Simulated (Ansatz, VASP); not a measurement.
# Mo (Mo(211)) in two plane-wave programs, part 2 of 2

One calculation is typed for both programs; each brings its own data sets. How far apart do they land? Of the first pair: The structure shown is the start of the Ansatz relaxation below; VASP solves that cell, so the two are compared at the walk's first step.

VASP 6.6.1 and Ansatz 0.2.0.

So far: The starting structure; Ansatz: relaxation, PBE with D3(BJ).

## (3) VASP: single point, PBE with D3(BJ), start cell, pair 1

Level of this step: PBE with D3(BJ); plane waves and PAW (Mo_sv) (VASP).

The same cell, functional, mesh and smearing now go to VASP, with its own data sets.

Lines of VASP's logs that name or quote its potential files are left out, and so is its time.

INCAR

```
SYSTEM = Mo
PREC = Accurate
ENCUT = 400
EDIFF = 1E-06
NELM = 120
ISMEAR = -1
SIGMA = 0.1
LREAL = .FALSE.
ALGO = Normal
GGA = PE
IVDW = 12
NBANDS = 60
LASPH = .TRUE.
LORBIT = 11
LWAVE = .FALSE.
LCHARG = .FALSE.
ISIF = 2
LDIPOL = .TRUE.
IDIPOL = 3
DIPOL = 0.5 0.5 0.5
LVHAR = .TRUE.
GGA_COMPAT = .FALSE.
NELMDL = -8
KPAR = 2
```

POSCAR

```
Mo
1.0
    2.7279800200      0.0000000000      0.0000000000
    0.0000000000      4.4547727200      0.0000000000
    0.0000000000      0.0000000000     24.7158926898
Mo
7
Direct
    0.0000000000      0.4999999192      0.3439082742
    0.3333334531      0.0000000000      0.3959388448
    0.6666665396      0.4999999192      0.4479694154
    0.0000000000      0.0000000000      0.4999999860
    0.3333334531      0.4999999192      0.5520305567
    0.6666665396      0.0000000000      0.6040611677
    0.0000000000      0.4999999192      0.6560917384
```

KPOINTS

```
Automatic mesh
0
Gamma
10 6 1
0 0 0
```

Potentials, in the order of the species: Mo_sv (PBE family, release 64).

Launch:

```sh
$ mpirun -np 2 vasp_std
```

Numbers of over 12 decimals in the logs are rounded to 6 here.

What it wrote:

```text
[banner, memory and clock lines left out]
running    2 mpi-ranks, on    1 nodes
 distrk:  each k-point on    1 cores,    2 groups
 distr:  one band on    1 cores,    1 groups

 POSCAR found type information on POSCAR Mo
 POSCAR found :  1 types and       7 ions
 LDA part: xc-table for (Slater+PW92), standard interpolation
 POSCAR, INCAR and KPOINTS ok, starting setup
 FFT: planning ... GRIDC
 FFT: planning ... GRID_SOFT
 FFT: planning ... GRID
 WAVECAR not read
 entering main loop
       N       E                     dE             d eps       ncg     rms          rms(c)
DAV:   1     0.861391282997E+03    0.86139E+03   -0.57882E+04  4008   0.123E+03
DAV:   2    -0.439743413219E+02   -0.90537E+03   -0.87861E+03  3272   0.408E+02
DAV:   3    -0.770253372964E+02   -0.33051E+02   -0.31790E+02  3868   0.640E+01
DAV:   4    -0.781784025727E+02   -0.11531E+01   -0.11303E+01  3824   0.910E+00
DAV:   5    -0.782246313688E+02   -0.46229E-01   -0.45880E-01  3976   0.148E+00
DAV:   6    -0.782264766931E+02   -0.18453E-02   -0.18341E-02  3832   0.253E-01
DAV:   7    -0.782265917292E+02   -0.11504E-03   -0.11463E-03  3584   0.518E-02
DAV:   8    -0.782266000251E+02   -0.82960E-05   -0.82645E-05  3144   0.114E-02    0.336E+01
DAV:   9    -0.815171133743E+02   -0.32905E+01   -0.73648E+01  3824   0.325E+01    0.226E+01
DAV:  10    -0.881329800574E+02   -0.66159E+01   -0.16677E+02  4012   0.462E+01    0.238E+01
DAV:  11    -0.738100184159E+02    0.14323E+02   -0.80332E+01  3972   0.255E+01    0.100E+01
DAV:  12    -0.720763652786E+02    0.17337E+01   -0.73833E+00  3848   0.993E+00    0.521E+00
DAV:  13    -0.720558790025E+02    0.20486E-01   -0.44458E-01  3832   0.264E+00    0.478E+00
DAV:  14    -0.719844824541E+02    0.71397E-01   -0.84607E-02  3760   0.145E+00    0.385E+00
[...]
DAV:  24    -0.718286217375E+02   -0.33071E-04   -0.70278E-06  2800   0.998E-03    0.228E-03
DAV:  25    -0.718286504058E+02   -0.28668E-04   -0.35713E-06  2336   0.387E-03    0.154E-03
DAV:  26    -0.718286631642E+02   -0.12758E-04   -0.17984E-06  2176   0.259E-03    0.807E-04
DAV:  27    -0.718286720509E+02   -0.88867E-05   -0.82640E-07  2056   0.130E-03    0.529E-04
DAV:  28    -0.718286809531E+02   -0.89023E-05   -0.31219E-07  1928   0.127E-03    0.572E-04
DAV:  29    -0.718286859290E+02   -0.49759E-05   -0.20896E-07  1884   0.135E-03    0.500E-04
DAV:  30    -0.718286878292E+02   -0.19002E-05   -0.91259E-08  1820   0.750E-04    0.219E-04
DAV:  31    -0.718286882764E+02   -0.44720E-06   -0.33612E-08  1788   0.467E-04
   1 F= -.75459879E+02 E0= -.75350685E+02  d E =-.218388E+00
```

OUTCAR, selected parts (step 3):

```text
ion  position               nearest neighbor table
   1  0.000  0.500  0.344-   2 2.73   3 2.73   2 2.73   2 3.15   3 3.15   2 3.15
   2  0.333  0.000  0.396-   3 2.73   1 2.73   4 2.73   3 2.73   1 2.73   1 3.15   4 3.15   1 3.15
                             3 3.15   3 3.15
   3  0.667  0.500  0.448-   2 2.73   5 2.73   4 2.73   1 2.73   2 2.73   4 2.73   4 3.15   1 3.15
                             4 3.15   2 3.15   5 3.15   2 3.15
   4  0.000  0.000  0.500-   5 2.73   3 2.73   2 2.73   5 2.73   3 2.73   6 2.73   3 3.15   5 3.15
                             2 3.15   3 3.15   5 3.15   6 3.15
   5  0.333  0.500  0.552-   3 2.73   4 2.73   6 2.73   4 2.73   6 2.73   7 2.73   4 3.15   4 3.15
                             3 3.15   7 3.15   6 3.15   6 3.15
   6  0.667  0.000  0.604-   7 2.73   5 2.73   7 2.73   5 2.73   4 2.73   7 3.15   7 3.15   4 3.15
                             5 3.15   5 3.15
   7  0.000  0.500  0.656-   6 2.73   6 2.73   5 2.73   6 3.15   6 3.15   5 3.15

  LATTYP: Found a simple orthorhombic cell.
 ALAT       =     2.7279800200
 B/A-ratio  =     1.6329931625
 C/A-ratio  =     9.0601443224

 Subroutine GETGRP returns: Found  4 space group operations
 (whereof  4 operations were pure point group operations)

The static configuration has the point symmetry C_2h.

 Found     24 irreducible k-points:

   k-points           NKPTS =     24   k-points in BZ     NKDIM =     24   number of bands    NBANDS=     60

   dimension x,y,z NGX =    18 NGY =   30 NGZ =  162
   dimension x,y,z NGXF=    36 NGYF=   60 NGZF=  324

   ENCUT  =  400.0 eV  29.40 Ry    5.42 a.u.   4.45  7.26 40.31*2*pi/ulx,y,z

   NELECT =      98.0000    total number of electrons

 k-points in reciprocal lattice and weights: Automatic mesh
   0.00000000  0.00000000  0.00000000       0.017
   0.10000000  0.00000000  0.00000000       0.033
   0.20000000  0.00000000  0.00000000       0.033
   0.30000000  0.00000000  0.00000000       0.033
   0.40000000  0.00000000  0.00000000       0.033
   0.50000000  0.00000000  0.00000000       0.017
   0.00000000  0.16666667  0.00000000       0.033
   0.10000000  0.16666667  0.00000000       0.067
   0.20000000  0.16666667  0.00000000       0.067
[...]
0.40000000  0.50000000  0.00000000       0.033
   0.50000000  0.50000000  0.00000000       0.017

 dipolmoment           0.000000      0.000000      0.000005 electrons x Angstroem

 average (electrostatic) potential at core
       1 -79.5875       2 -79.6913       3 -79.8360       4 -79.7364       5 -79.8359
       6 -79.6912       7 -79.5874

 E-fermi :   2.0737

 k-point     1 :       0.0000    0.0000    0.0000
  band No.  band energies     occupation
    ...
     46       0.5431      2.00000
     47       0.7619      2.00000
     48       1.1165      1.99986
     49       1.4985      1.99367
     50       1.7958      1.88305
     51       2.2947      0.19774
     52       3.0279      0.00014
     53       3.0647      0.00010
     54       3.2786      0.00001
     55       3.3601      0.00001
    ...

 k-point     2 :       0.1000    0.0000    0.0000
  band No.  band energies     occupation
    ...
     47       0.8594      1.99999
     48       1.0531      1.99993
     49       1.1804      1.99974
     50       1.7427      1.92956
     51       2.1775      0.52302
     52       2.1849      0.49522
     53       2.7022      0.00372
     54       3.1628      0.00004
     55       3.2775      0.00001
     56       3.3493      0.00001
    ...

 k-point     3 :       0.2000    0.0000    0.0000
  band No.  band energies     occupation
    ...
     49       1.4461      1.99625
     50       1.5322      1.99114
     51       1.9103      1.67357
     52       2.0693      1.02212
     53       2.1187      0.77903
     54       2.7669      0.00195
     55       2.9367      0.00036
     56       3.1344      0.00005
     57       3.3284      0.00001
     58       3.5012      0.00000
    ...

 Edisp (eV)   -3.63119

  Total     -11.47810   -10.37472    -8.25232     0.00000     0.00000     0.74453
  in kB     -61.22623   -55.34060   -44.01936     0.00000     0.00000     3.97146
  external pressure =      -53.53 kB  Pullay stress =        0.00 kB

  energy-cutoff  :      400.00
  volume of cell :      300.36
      direct lattice vectors                 reciprocal lattice vectors
     2.727980020  0.000000000  0.000000000     0.366571600  0.000000000  0.000000000
     0.000000000  4.454772720  0.000000000     0.000000000  0.224478343  0.000000000
     0.000000000  0.000000000 24.715892690     0.000000000  0.000000000  0.040459797

 POSITION                                       TOTAL-FORCE (eV/Angst)
 -----------------------------------------------------------------------------------
      0.00000      2.22739      8.50000        -0.161126      0.000000      1.757170
      0.90933      0.00000      9.78598        -0.066474      0.000000     -0.775842
      1.81865      2.22739     11.07196         0.326599      0.000000     -0.801306
      0.00000      0.00000     12.35795         0.000000      0.000000      0.000000
      0.90933      2.22739     13.64393        -0.326599      0.000000      0.801306
      1.81865      0.00000     14.92991         0.066474      0.000000      0.775842
      0.00000      2.22739     16.21589         0.161126      0.000000     -1.757170
 -----------------------------------------------------------------------------------
    total drift:                                0.000076      0.002682      0.001550

  FREE ENERGIE OF THE ION-ELECTRON SYSTEM (eV)
  ---------------------------------------------------
  free  energy   TOTEN  =       -75.4598794449 eV

  energy  without entropy=      -75.2414911027  energy(sigma->0) =      -75.35068527

 vacuum level on the upper side and lower side of the slab         6.145         6.145

 total charge
# of ion       s       p       d       tot
------------------------------------------
    1        2.363   6.081   3.911  12.355
    2        2.375   6.174   3.876  12.425
    3        2.380   6.200   3.905  12.485
    4        2.377   6.210   3.916  12.502
    5        2.380   6.200   3.905  12.485
    6        2.375   6.174   3.876  12.425
    7        2.363   6.081   3.911  12.355
--------------------------------------------------
tot         16.613  43.119  27.300  87.031

[... 3 further parts left out ...]
```

Dispersion corrections of this kind ignore metallic screening and tend to overbind metals.

## (4) Comparison

Known differences besides the potentials themselves: the cutoff is 420 eV in Ansatz and 400 eV in VASP. Total energies have different zeros and are not compared.

Forces (eV/Å; atoms numbered as in POSCAR):

| atom | Ansatz x, y, z | VASP x, y, z |
| --- | --- | --- |
| Mo1 | -0.159, 0.000, 1.783 | -0.161, 0.000, 1.757 |
| Mo2 | -0.068, 0.000, -0.758 | -0.066, 0.000, -0.776 |
| Mo3 | 0.326, 0.000, -0.795 | 0.327, 0.000, -0.801 |
| Mo4 | 0.000, 0.000, 0.000 | 0.000, 0.000, 0.000 |
| Mo5 | -0.326, 0.000, 0.795 | -0.327, 0.000, 0.801 |
| Mo6 | 0.068, 0.000, 0.758 | 0.066, 0.000, 0.776 |
| Mo7 | 0.159, 0.000, -1.783 | 0.161, 0.000, -1.757 |

The forces differ by 9.8 meV/Å r.m.s., which is 1.5 % of the r.m.s. force of 0.652 eV/Å (both taken over all components). With vacuum in the cell, a pressure given here is an average over mostly empty space and none of the material.

## (5) Ansatz: single point, PBE with D3(BJ), pair 2

A single point gives forces, pressure and levels at one fixed geometry, so differences don't come from the geometry; what else differs is listed under the comparison.

The cell is taken from a series of runs on this material, whose earlier steps may have relaxed, scaled, displaced or heated it; both programs get it as it stands.

input.yaml

```yaml
crystal:
  lattice:
    - [2.72798002, 0.0, 0.0]
    - [0.0, 4.45477272, 0.0]
    - [0.0, 0.0, 24.7158926898]
  atoms:
    - { symbol: Mo, position: [0.0, 0.5, 0.3439082742] }
    - { symbol: Mo, position: [0.33333333, 0.0, 0.3959388495] }
    - { symbol: Mo, position: [0.6902076096, 0.5, 0.4429736967] }
    - { symbol: Mo, position: [0.0100514891, 0.0, 0.4972085209] }
    - { symbol: Mo, position: [0.3343446026, 0.5, 0.5488208741] }
    - { symbol: Mo, position: [0.6878479072, 0.0, 0.6008332805] }
    - { symbol: Mo, position: [0.0354652884, 0.5, 0.6445126223] }
kpoints:
  mp_grid: { grid: [22, 14, 1] }
hamiltonian:
  xc: pbe
  dispersion: d3bj
scf:
  occupations: { method: fermi_dirac, width: 0.05 }
  convergence: { dr2_threshold: 1.0e-09 }
  n_extra_bands: 17
efield:
  axis: 3
  dipole_correction: true
  ramp_position: 0.97
  ramp_width: 0.06
output:
  band_densities:
    - { e_range: [-0.2, 0] }
    - { e_range: [-0.7, 0] }
    - { e_range: [-1.5, 0] }
    - { e_range: [0, 0.2] }
    - { e_range: [0, 0.7] }
    - { e_range: [0, 1.5] }
    - { e_range: [-2.0, -1.8] }
    - { e_range: [-1.8, -1.6] }
    - { e_range: [-1.6, -1.4] }
    - { e_range: [-1.4, -1.2] }
    - { e_range: [-1.2, -1.0] }
    - { e_range: [-1.0, -0.8] }
    - { e_range: [-0.8, -0.6] }
    - { e_range: [-0.6, -0.4] }
    - { e_range: [-0.4, -0.2] }
    - { e_range: [0.2, 0.4] }
    - { e_range: [0.4, 0.6] }
    - { e_range: [0.6, 0.8] }
    - { e_range: [0.8, 1.0] }
    - { e_range: [1.0, 1.2] }
    - { e_range: [1.2, 1.4] }
    - { e_range: [1.4, 1.6] }
    - { e_range: [1.6, 1.8] }
    - { e_range: [1.8, 2.0] }
  band_residual_tolerance: 0.0001
  dos: { projected: true, e_range: [-5, 4] }
  write_potential: true
  write_density: true
  volumetric_format: npy
```

Launch:

```sh
$ ansatz run input.yaml --threads 2 --pin off --max-ram 3072MiB --backend cpu --events-out ev --progress --plain --runs-dir out
```

What it wrote:

```text
[...]
Crystal: 7 atoms, lattice volume = 300.361 Å³
Basis set: ecut = 420 eV, 5929 PW (Γ)
Bands: 66, of which v1, the nominal top of the filled ones, is band 49 counted from 1 (48 counted from 0)
Symmetry: 2 space group operations
[...]
k-points: 96 of 308 (time reversal used)
[...]
e_range: [1.2, 1.4]                           2.097403             3.4e-5           0
  e_range: [1.4, 1.6]                           2.727273             3.5e-5           0
  e_range: [1.6, 1.8]                           2.090909             3.2e-5           0
  e_range: [1.8, 2]                             2.220779             3.0e-5           0
[key lines of the parts left out:]
SCF converged after 10 iterations
Free energy (F): -34691.238509 eV
Fermi energy:    5.225407 eV
Dipole field:    D = -0.005523 V/Å  (p = -0.009168 e·Å, saw-weighted, corrected)
Work function:   Φ+ = 4.0465 eV   Φ− = 3.9100 eV
```

## (6) VASP: single point, PBE with D3(BJ), pair 2

The same cell, functional, mesh and smearing now go to VASP, with its own data sets.

INCAR, as its differences from that of step 3:

```diff
@@ -6,3 +6,3 @@
 ISMEAR = -1
-SIGMA = 0.1
+SIGMA = 0.05
 LREAL = .FALSE.
@@ -19,3 +19,3 @@
 IDIPOL = 3
-DIPOL = 0.5 0.5 0.5
+DIPOL = 0.5 0.5 0.496
 LVHAR = .TRUE.
```

POSCAR

```
Mo
1.0
    2.7279800200      0.0000000000      0.0000000000
    0.0000000000      4.4547727200      0.0000000000
    0.0000000000      0.0000000000     24.7158926898
Mo
7
Direct
    0.0000000000      0.5000000000      0.3439082742
    0.3333333300      0.0000000000      0.3959388495
    0.6902076096      0.5000000000      0.4429736967
    0.0100514891      0.0000000000      0.4972085209
    0.3343446026      0.5000000000      0.5488208741
    0.6878479072      0.0000000000      0.6008332805
    0.0354652884      0.5000000000      0.6445126223
```

KPOINTS

```
Automatic mesh
0
Gamma
22 14 1
0 0 0
```

Launch:

```sh
$ mpirun -np 2 vasp_std
```

What it wrote:

```text
[... set-up lines as in an earlier step ...]
 entering main loop
       N       E                     dE             d eps       ncg     rms          rms(c)
DAV:   1     0.872275793967E+03    0.87228E+03   -0.57921E+04 16008   0.123E+03
DAV:   2    -0.438926700687E+02   -0.91617E+03   -0.88910E+03 13168   0.411E+02
DAV:   3    -0.769617404053E+02   -0.33069E+02   -0.31773E+02 15412   0.646E+01
DAV:   4    -0.780997948363E+02   -0.11381E+01   -0.11150E+01 15104   0.925E+00
[...]
DAV:  34    -0.719682266189E+02   -0.52259E-05   -0.24669E-07  7664   0.150E-03    0.791E-04
DAV:  35    -0.719682293239E+02   -0.27050E-05   -0.13523E-07  7428   0.922E-04    0.278E-04
DAV:  36    -0.719682300382E+02   -0.71428E-06   -0.44557E-08  7052   0.425E-04
   1 F= -.75660216E+02 E0= -.75635620E+02  d E =-.491910E-01
```

From OUTCAR (step 6):

```text
 Edisp (eV)   -3.69199

  Total      -7.24603    -6.26635    -2.45221     0.00000     0.00000     0.13873
  in kB     -38.65160   -33.42585   -13.08053     0.00000     0.00000     0.74003
  external pressure =      -28.39 kB  Pullay stress =        0.00 kB

 POSITION                                       TOTAL-FORCE (eV/Angst)
 -----------------------------------------------------------------------------------
      0.00000      2.22739      8.50000        -0.231318      0.000000      1.401620
      0.90933      0.00000      9.78598         0.238419      0.000000     -1.407092
      1.88287      2.22739     10.94849         0.042697      0.000000     -0.004817
      0.02742      0.00000     12.28895         0.003021      0.000000     -0.005810
      0.91209      2.22739     13.56460        -0.043253      0.000000     -0.020020
      1.87644      0.00000     14.85013        -0.002648      0.000000      0.020040
      0.09675      2.22739     15.92970        -0.006919      0.000000      0.016079
 -----------------------------------------------------------------------------------
    total drift:                               -0.000181      0.000000      0.000517

  FREE ENERGIE OF THE ION-ELECTRON SYSTEM (eV)
  ---------------------------------------------------
  free  energy   TOTEN  =       -75.6602158938 eV

  energy  without entropy=      -75.6110249079  energy(sigma->0) =      -75.63562040

[... 1 part as in an earlier step ...]

[... 2 further parts left out ...]
[key lines of the parts left out:]
E-fermi :   2.1256
```

## (7) Comparison

Compared:

| quantity | Ansatz | VASP | difference |
| --- | --- | --- | --- |
| work function, lower of the two faces (eV) | 3.91 | 3.91 | 0.00 |
| work function, higher of the two faces (eV) | 4.05 | 4.04 | 0.00 |

With vacuum in the cell, a pressure given here is an average over mostly empty space and none of the material.

## (8) What came out

```
r.m.s. force difference (single point, PBE with D3(BJ), start cell, pair 1)                  : 1.5 % of the r.m.s. force
difference in work function, higher of the two faces (single point, PBE with D3(BJ), pair 2) : 0.0031 eV
```

In words: The r.m.s. force difference is 1.5 % of the r.m.s. force (single point, PBE with D3(BJ), start cell, pair 1), within the 3 % picked in this series as the mark of a large difference. 1 further run of this series is not shown here. Such differences can come from data sets, numerical settings and the points named under the comparisons, not from the functional's error against experiment.

[Lines on the potential files, build, host, timing and source positions are cut from VASP's logs without a mark.]

[Logs are printed without paths, hosts, clocks, repeated set-up lines and the standing remarks that a program may print on its own settings, such as how far it seeks lower states.]

[Hosts, paths, dates, database ids (printed as entryN), source tags and the programs' standing remarks are cut or masked in the printed files.]
